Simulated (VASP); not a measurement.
These are vdW-DF-cx, VASP's PBE PAW potentials (set 64) (plane waves; VASP) values and carry that method's errors.

Input for VASP

File POSCAR:
```
KF
1
    0.0000000000     2.6750000000     2.6750000000
    2.6750000000     0.0000000000     2.6750000000
    2.6750000000     2.6750000000     0.0000000000
K F
1 1
Direct
  0.0000000000   0.0000000000   0.0000000000
  0.5000000000   0.5000000000   0.5000000000
```

INCAR:
```
AGGAC=0.0
ALGO=Normal   # blocked Davidson
LASPH=.TRUE.
LWAVE=.FALSE.
LCHARG=.FALSE.
NELM=100   # most electronic steps
LREAL=.FALSE.
SYSTEM=KF
SIGMA=0.05   # width (eV)
GGA=CX
ISMEAR=0   # Gaussian
PREC=Accurate
EDIFF=1E-7   # SCF stop (eV)
ISIF=2   # forces and stress, cell fixed
ENCUT=520   # plane-wave cut-off (eV)
LUSE_VDW=.TRUE.
```

File KPOINTS:
```
Automatic mesh
0
Gamma
9 9 9
0 0 0
```

POTCAR, in this order: K_sv F (PBE.64 set). Program: vasp_std.

What VASP printed:

**OSZICAR**
```
       N       E                     dE             d eps       ncg     rms          rms(c)
DAV:   1     0.120025057907E+03    0.12003E+03   -0.85175E+03   840   0.129E+03
DAV:   2    -0.315640996338E+00   -0.12034E+03   -0.11079E+03  1056   0.329E+02
DAV:   3    -0.523101749663E+01   -0.49154E+01   -0.48934E+01  1064   0.634E+01
DAV:   4    -0.536974623519E+01   -0.13873E+00   -0.13860E+00  1272   0.937E+00
DAV:   5    -0.537146519871E+01   -0.17190E-02   -0.17189E-02  1052   0.112E+00    0.613E+00
DAV:   6    -0.420631330155E+01    0.11652E+01   -0.40660E+00   908   0.180E+01    0.388E+00
DAV:   7    -0.418806003707E+01    0.18253E-01   -0.12184E-01  1136   0.321E+00    0.236E+00
DAV:   8    -0.420062274382E+01   -0.12563E-01   -0.68517E-02   900   0.303E+00    0.229E-01
DAV:   9    -0.420370364236E+01   -0.30809E-02   -0.91618E-03  1036   0.804E-01    0.151E-01
DAV:  10    -0.420481131914E+01   -0.11077E-02   -0.15648E-03   920   0.402E-01    0.849E-02
DAV:  11    -0.420516766480E+01   -0.35635E-03   -0.83335E-04   892   0.244E-01    0.175E-02
DAV:  12    -0.420516957610E+01   -0.19113E-05   -0.52824E-05  1056   0.713E-02    0.670E-03
DAV:  13    -0.420517388512E+01   -0.43090E-05   -0.13479E-05   904   0.361E-02    0.362E-03
DAV:  14    -0.420517403157E+01   -0.14645E-06   -0.44436E-07  1100   0.753E-03    0.106E-03
DAV:  15    -0.420517410398E+01   -0.72406E-07   -0.78834E-08   648   0.275E-03
   1 F= -.42051741E+01 E0= -.42051741E+01  d E =-.346017E-11
```

**OUTCAR**
```
------------------------ aborting loop because EDIFF is reached ----------------------------------------
  FORCE on cell =-STRESS in cart. coord.  units (eV):
  Direction    XX          YY          ZZ          XY          YZ          ZX
  --------------------------------------------------------------------------------------
  Total        0.0223758      0.0223758      0.0223758      0.0000000     -0.0000000      0.0000000
  in kB        0.9364586      0.9364586      0.9364586      0.0000000     -0.0000000      0.0000000
  external PRESSURE =       0.9364586 kB  Pullay stress =       0.0000000 kB
  volume of cell :       38.28
      direct lattice vectors                 reciprocal lattice vectors
     0.000000000  2.675000000  2.675000000    -0.186915888  0.186915888  0.186915888
     2.675000000  0.000000000  2.675000000     0.186915888 -0.186915888  0.186915888
     2.675000000  2.675000000  0.000000000     0.186915888  0.186915888 -0.186915888
  FREE ENERGIE OF THE ION-ELECTRON SYSTEM (eV)
  ---------------------------------------------------
  free  energy   TOTEN  =        -4.2051741040 eV

  energy  without entropy=       -4.2051741040  energy(sigma->0) =       -4.20517410
```
(Selected blocks of OUTCAR.)

The compound is KF in the rock salt structure. The cell was not relaxed at this level.
